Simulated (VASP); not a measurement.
Level of theory: PBE GGA, VASP's PBE PAW potentials (set 64) (plane waves; VASP 6.6.1).

A VASP calculation is set up with these files.

File KPOINTS:
```
Automatic mesh
0
Gamma
10 10 8
0 0 0
```

POSCAR:
```
ZrB2
1
    1.5846316266    -2.7446629582     0.0000000000
    1.5846316266     2.7446629582    -0.0000000000
   -0.0000000000    -0.0000000000     3.5469256300
Zr B
1 2
Direct
  0.0000000000   1.0000000000   0.0000000000
  0.3333330000   0.6666670000   0.5000000000
  0.6666670000   0.3333330000   0.5000000000
```

INCAR:
```
ALGO=Normal
EDIFF=1E-7
EDIFFG=-0.01
ENCUT=600
GGA=PE
IBRION=2
ISIF=3
ISMEAR=1
LASPH=.TRUE.
LCHARG=.FALSE.
LMAXMIX=4
LREAL=.FALSE.
LWAVE=.FALSE.
NELM=100
NSW=40
PREC=Accurate
PSTRESS=300
SIGMA=0.1
SYSTEM=ZrB2
```

POTCAR, in this order: Zr_sv B (PBE.64 set). Program: vasp_std.

**Question.** What will the output report for the number of irreducible k-points (NKPTS), number of bands (NBANDS), largest plane-wave count, number of space-group operations, FFT grid (NGX, NGY, NGZ)?

**Answer.** 
| Property | Value |
|---|---|
| number of irreducible k-points (NKPTS) | 70 |
| number of bands (NBANDS) | 13 |
| largest plane-wave count | 1046 |
| number of space-group operations | 24 |
| FFT grid (NGX, NGY, NGZ) | 28 × 28 × 28 |

The compound is ZrB2 in the AlB2 type structure. This run relaxes it under an external pressure of 30 GPa. Symmetry was kept, so distortions that lower it aren't found.
